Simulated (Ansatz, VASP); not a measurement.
# SiC (Moissanite): VASP beside Ansatz

Aim: how closely do two programs agree when they are given the same cell, functional and k mesh? The cell is taken from a series of runs on this material, whose earlier steps may have relaxed, scaled, displaced or heated it; both programs get it as it stands.

Method: plane waves, with VASP 6.6.1 beside it; single point at PBE0, spin-orbit coupling, in Ansatz 0.2.0.

### Step 1. Set-up

It takes space group P6_3mc (No. 186, hexagonal). The conventional cell has a = 3.081 Å, b = 3.081 Å, c = 15.125 Å, α = 90.00°, β = 90.00°, γ = 120.00°. Nearest to Si lie 4 C at 1.88 to 1.90 Å. Si has 4 C at 1.89 Å nearest. Nearest to Si lie 4 C at 1.89 Å. Nearest to C lie 4 Si at 1.88 to 1.89 Å. Nearest to C lie 4 Si at 1.89 Å. Nearest to C lie 4 Si at 1.89 to 1.90 Å. Farther neighbours are not listed.

### Step 2. VASP: single point, PBE0, spin-orbit coupling

A single point gives forces, pressure and levels at one fixed geometry, so differences don't come from the geometry; what else differs is listed under the comparison.

Lines of VASP's logs that name or quote its potential files are left out, and so is its time.

The run reads the wave functions of an earlier VASP run, which isn't shown here.

Contents of INCAR:

```
SYSTEM = SiC
PREC = Accurate
ENCUT = 520
EDIFF = 1E-06
NELM = 100
ISMEAR = -1
SIGMA = 0.02
LREAL = .FALSE.
ALGO = Normal
LHFCALC = .TRUE.
AEXX = 0.25
GGA = PE
LASPH = .TRUE.
LNONCOLLINEAR = .TRUE.
MAGMOM = 0 0 0 0 0 0 0 0 0 0 0 0 0 0 0 0 0 0 0 0 0 0 0 0 0 0 0 0 0 0 0 0 0 0 0 0
NBANDS = 72
GGA_COMPAT = .FALSE.
LSORBIT = .TRUE.
PRECFOCK = Fast
LORBIT = 11
LWAVE = .FALSE.
LCHARG = .FALSE.
KPAR = 8
NCORE = 2
ISIF = 2
```

Contents of POSCAR:

```
SiC
1.0
    3.0810000000      0.0000000000      0.0000000000
   -1.5405000000      2.6682242691      0.0000000000
    0.0000000000      0.0000000000     15.1248000000
Si C
6 6
Direct
    0.0000000000      0.0000000000      0.0000000000
    0.0000000000      0.0000000000      0.5000000000
    0.3333333333      0.6666666667      0.1664000000
    0.6666666667      0.3333333333      0.6664000000
    0.6666666667      0.3333333333      0.3329000000
    0.3333333333      0.6666666667      0.8329000000
    0.3333333333      0.6666666667      0.0412000000
    0.6666666667      0.3333333333      0.5412000000
    0.6666666667      0.3333333333      0.2080000000
    0.3333333333      0.6666666667      0.7080000000
    0.0000000000      0.0000000000      0.3746000000
    0.0000000000      0.0000000000      0.8746000000
```

Contents of KPOINTS:

```
Automatic mesh
0
Gamma
6 6 2
0 0 0
```

PAW data sets: Si and C (PBE family, release 64).

Launch:

```
mpirun -np 16 vasp_ncl
```

Numbers of over 12 decimals in the logs are rounded to 6 here.

What it wrote:

```text
[banner, memory and clock lines left out]
running   16 mpi-ranks, on    1 nodes
 distrk:  each k-point on    2 cores,    8 groups
 distr:  one band on    2 cores,    1 groups

 POSCAR found type information on POSCAR SiC
 POSCAR found :  2 types and      12 ions
 LDA part: xc-table for (Slater+PW92), standard interpolation
 found WAVECAR, reading the header
 POSCAR, INCAR and KPOINTS ok, starting setup
 FFT: planning ... GRIDC
 FFT: planning ... GRID_SOFT
 FFT: planning ... GRID
 reading WAVECAR
 the WAVECAR file was read successfully
 initial charge from wavefunction
 entering main loop
       N       E                     dE             d eps       ncg     rms          rms(c)
DAV:   1    -0.110836079519E+03   -0.11084E+03   -0.17291E+00  2048   0.664E+00    0.646E+00
DAV:   2    -0.110855351396E+03   -0.19272E-01   -0.55728E-02  2376   0.111E+00    0.473E+00
DAV:   3    -0.110852459344E+03    0.28921E-02   -0.18727E-03  2416   0.222E-01    0.277E+00
DAV:   4    -0.110851308211E+03    0.11511E-02   -0.55546E-04  2280   0.102E-01    0.160E+00
DAV:   5    -0.110850960380E+03    0.34783E-03   -0.18901E-04  2264   0.580E-02    0.908E-01
DAV:   6    -0.110850847667E+03    0.11271E-03   -0.42371E-05  2272   0.309E-02    0.515E-01
DAV:   7    -0.110850810093E+03    0.37574E-04   -0.12743E-05  2280   0.192E-02    0.294E-01
DAV:   8    -0.110850798389E+03    0.11704E-04   -0.44051E-06  2288   0.118E-02    0.168E-01
DAV:   9    -0.110850794988E+03    0.34012E-05   -0.12345E-06  1456   0.658E-03    0.968E-02
DAV:  10    -0.110850794171E+03    0.81686E-06   -0.56610E-07  1320   0.471E-03
   1 F= -.11085079E+03 E0= -.11085079E+03  d E =-.405845E-11  mag=     0.0000    -0.0000    -0.0000
```

OUTCAR, selected parts (step 2):

```text
ion  position               nearest neighbor table
   1  0.000  0.000  0.000-   7 1.88   7 1.88   7 1.88  12 1.90   3 3.08   3 3.08   3 3.08   6 3.09
                             6 3.09   6 3.09
   2  0.000  0.000  0.500-   8 1.88   8 1.88   8 1.88  11 1.90   4 3.08   4 3.08   4 3.08   5 3.09
                             5 3.09   5 3.09
   3  0.333  0.667  0.166-   9 1.89   9 1.89   9 1.89   7 1.89   1 3.08   1 3.08   1 3.08   5 3.08
                             5 3.08   5 3.08
   4  0.667  0.333  0.666-  10 1.89  10 1.89  10 1.89   8 1.89   2 3.08   2 3.08   2 3.08   6 3.08
                             6 3.08   6 3.08
   5  0.667  0.333  0.333-  11 1.89  11 1.89  11 1.89   9 1.89   3 3.08   3 3.08   3 3.08   2 3.09
                             2 3.09   2 3.09
   6  0.333  0.667  0.833-  12 1.89  12 1.89  12 1.89  10 1.89   4 3.08   4 3.08   4 3.08   1 3.09
                             1 3.09   1 3.09
   7  0.333  0.667  0.041-   1 1.88   1 1.88   1 1.88   3 1.89
   8  0.667  0.333  0.541-   2 1.88   2 1.88   2 1.88   4 1.89
   9  0.667  0.333  0.208-   3 1.89   3 1.89   3 1.89   5 1.89
  10  0.333  0.667  0.708-   4 1.89   4 1.89   4 1.89   6 1.89
  11  0.000  0.000  0.375-   5 1.89   5 1.89   5 1.89   2 1.90
  12  0.000  0.000  0.875-   6 1.89   6 1.89   6 1.89   1 1.90

  LATTYP: Found a hexagonal cell.
 ALAT       =     3.0810000000
 C/A-ratio  =     4.9090555015

 Subroutine GETGRP returns: Found 12 space group operations
 (whereof  6 operations were pure point group operations)

The static configuration has the point symmetry C_3v.
 The point group associated with its full space group is C_6v.

 Found     14 irreducible k-points:

   k-points           NKPTS =     14   k-points in BZ     NKDIM =     72   number of bands    NBANDS=     72

   dimension x,y,z NGX =    24 NGY =   24 NGZ =  112
   dimension x,y,z NGXF=    48 NGYF=   48 NGZF=  224

   ENCUT  =  520.0 eV  38.22 Ry    6.18 a.u.   5.73  5.73 28.12*2*pi/ulx,y,z

   NELECT =      48.0000    total number of electrons

 k-points in reciprocal lattice and weights: Automatic mesh
   0.00000000  0.00000000  0.00000000       0.014
   0.16666667 -0.00000000  0.00000000       0.083
   0.33333333 -0.00000000  0.00000000       0.083
   0.50000000  0.00000000  0.00000000       0.042
   0.16666667  0.16666667  0.00000000       0.083
   0.33333333  0.16666667  0.00000000       0.167
   0.33333333  0.33333333  0.00000000       0.028
   0.00000000  0.00000000  0.50000000       0.014
   0.16666667 -0.00000000  0.50000000       0.083
[...]
0.33333333  0.16666667  0.50000000       0.167
   0.33333333  0.33333333  0.50000000       0.028

  exchange ACFDT corr.  =         0.00000000  see jH, gK, PRB 81, 115126

 average (electrostatic) potential at core
       1 -76.3516       2 -76.3516       3 -76.3203       4 -76.3203       5 -76.2674
       6 -76.2673       7 -40.5977       8 -40.5977       9 -40.5367      10 -40.5367
      11 -40.4807      12 -40.4807

 E-fermi :   7.6040

 k-point     1 :       0.0000    0.0000    0.0000
  band No.  band energies     occupation
    ...
     44       7.1225      1.00000
     45       7.1450      1.00000
     46       7.1450      1.00000
     47       7.1527      1.00000
     48       7.1527      1.00000
     49      14.2627      0.00000
     50      14.2627      0.00000
     51      14.4428      0.00000
     52      14.4428      0.00000
     53      14.8628      0.00000
    ...

 k-point     2 :       0.1667   -0.0000    0.0000
  band No.  band energies     occupation
    ...
     44       6.3722      1.00000
     45       6.7912      1.00000
     46       6.7953      1.00000
     47       6.8844      1.00000
     48       6.8846      1.00000
     49      13.7231      0.00000
     50      13.7255      0.00000
     51      14.1279      0.00000
     52      14.1305      0.00000
     53      14.2291      0.00000
    ...

 k-point     3 :       0.3333   -0.0000    0.0000
  band No.  band energies     occupation
    ...
     44       5.5532      1.00000
     45       5.9810      1.00000
     46       5.9832      1.00000
     47       6.2338      1.00000
     48       6.2339      1.00000
     49      11.6731      0.00000
     50      11.6734      0.00000
     51      11.7656      0.00000
     52      11.7656      0.00000
     53      12.6781      0.00000
    ...

  Total       -1.6819876     -1.6819876     -2.1044622      0.0000000      0.0000000      0.0000000
  in kB      -21.6735331    -21.6735331    -27.1173991      0.0000000      0.0000000      0.0000000
  external PRESSURE =     -23.4881551 kB  Pullay stress =       0.0000000 kB

  energy-cutoff  :      520.00
  volume of cell :      124.34
      direct lattice vectors                 reciprocal lattice vectors
     3.081000000  0.000000000  0.000000000     0.324569945  0.187390545  0.000000000
    -1.540500000  2.668224269  0.000000000     0.000000000  0.374781090  0.000000000
     0.000000000  0.000000000 15.124800000     0.000000000  0.000000000  0.066116577

 POSITION                                       TOTAL-FORCE (eV/Angst)
 -----------------------------------------------------------------------------------
      0.00000      0.00000      0.00000         0.000000     -0.000000     -0.168654
      0.00000      0.00000      7.56240        -0.000000      0.000000     -0.168654
     -0.00000      1.77882      2.51677        -0.000000     -0.000000      0.002510
      1.54050      0.88941     10.07917         0.000000      0.000000      0.002510
      1.54050      0.88941      5.03505        -0.000000      0.000000      0.122133
     -0.00000      1.77882     12.59745        -0.000000     -0.000000      0.122133
     -0.00000      1.77882      0.62314        -0.000000      0.000000      0.184131
      1.54050      0.88941      8.18554         0.000000     -0.000000      0.184131
      1.54050      0.88941      3.14596         0.000000     -0.000000     -0.050410
     -0.00000      1.77882     10.70836        -0.000000      0.000000     -0.050410
      0.00000      0.00000      5.66575         0.000000      0.000000     -0.089711
      0.00000      0.00000     13.22815        -0.000000     -0.000000     -0.089711
 -----------------------------------------------------------------------------------
    total drift:                               -0.000000      0.000001      0.000114

  FREE ENERGIE OF THE ION-ELECTRON SYSTEM (eV)
  ---------------------------------------------------
  free  energy   TOTEN  =      -110.8507941707 eV

  energy  without entropy=     -110.8507941707  energy(sigma->0) =     -110.85079417

 Spin-Orbit-Coupling matrix elements
 Ion:    1  E_soc:     -0.0002668
 Ion:    2  E_soc:     -0.0002668
 Ion:    3  E_soc:     -0.0002667
 Ion:    4  E_soc:     -0.0002667
 Ion:    5  E_soc:     -0.0002663
 Ion:    6  E_soc:     -0.0002663
 Ion:    7  E_soc:     -0.0000168
 Ion:    8  E_soc:     -0.0000168
 Ion:    9  E_soc:     -0.0000168
 Ion:   10  E_soc:     -0.0000168
 Ion:   11  E_soc:     -0.0000166
 Ion:   12  E_soc:     -0.0000166

 total charge
# of ion       s       p       d       tot
------------------------------------------
    1        0.717   0.986   0.000   1.703
    2        0.717   0.986   0.000   1.703
    3        0.717   0.985   0.000   1.701
    4        0.717   0.985   0.000   1.701
    5        0.717   0.982   0.000   1.699
    6        0.717   0.982   0.000   1.699
    7        0.837   1.713   0.000   2.550
    8        0.837   1.713   0.000   2.550
    9        0.837   1.712   0.000   2.549
   10        0.837   1.712   0.000   2.549
   11        0.837   1.710   0.000   2.548
   12        0.837   1.710   0.000   2.548
--------------------------------------------------
tot          9.326  16.173   0.000  25.498

 magnetization (x)
# of ion       s       p       d       tot
------------------------------------------
    1        0.000   0.000   0.000   0.000
    2        0.000   0.000   0.000   0.000
    3       -0.000  -0.000   0.000  -0.000
    4        0.000  -0.000   0.000   0.000
    5       -0.000  -0.000   0.000  -0.000
    6        0.000   0.000   0.000   0.000
    7        0.000   0.000   0.000   0.000
    8       -0.000   0.000   0.000  -0.000
    9       -0.000   0.000   0.000  -0.000
   10       -0.000   0.000   0.000  -0.000
   11        0.000   0.000   0.000   0.000
   12       -0.000   0.000   0.000  -0.000
--------------------------------------------------
tot         -0.000   0.000   0.000  -0.000

 magnetization (y)
# of ion       s       p       d       tot
------------------------------------------
    1        0.000   0.000   0.000   0.000
    2        0.000   0.000   0.000   0.000
    3       -0.000   0.000   0.000  -0.000
    4        0.000   0.000   0.000   0.000
    5        0.000   0.000   0.000   0.000
    6       -0.000   0.000   0.000  -0.000
    7        0.000   0.000   0.000   0.000
    8       -0.000   0.000   0.000  -0.000
    9        0.000   0.000   0.000   0.000
   10        0.000   0.000   0.000   0.000
   11        0.000   0.000   0.000   0.000
   12        0.000   0.000   0.000   0.000
--------------------------------------------------
tot         -0.000   0.000   0.000  -0.000

 magnetization (z)
# of ion       s       p       d       tot
------------------------------------------
    1       -0.000  -0.000   0.000  -0.000
    2        0.000  -0.000   0.000  -0.000
    3        0.000   0.000   0.000   0.000
    4       -0.000   0.000   0.000   0.000
    5        0.000   0.000   0.000   0.000
    6        0.000   0.000   0.000   0.000
    7        0.000   0.000   0.000   0.000
    8        0.000   0.000   0.000   0.000
    9       -0.000  -0.000   0.000  -0.000
   10       -0.000   0.000   0.000   0.000
   11       -0.000  -0.000   0.000  -0.000
   12        0.000  -0.000   0.000  -0.000
--------------------------------------------------
tot          0.000  -0.000   0.000  -0.000

[... 3 further parts left out ...]
```

The run ends at a pressure of -2.35 GPa, with forces up to 0.18 eV/Å.

[end of part 1 of 2]

[Lines on the potential files, build, host, timing and source positions are cut from VASP's logs without a mark.]

[Logs are printed without paths, hosts, clocks, repeated set-up lines and the standing remarks that a program may print on its own settings, such as how far it seeks lower states.]

[Hosts, paths, dates, database ids (printed as entryN), source tags and the programs' standing remarks are cut or masked in the printed files.]
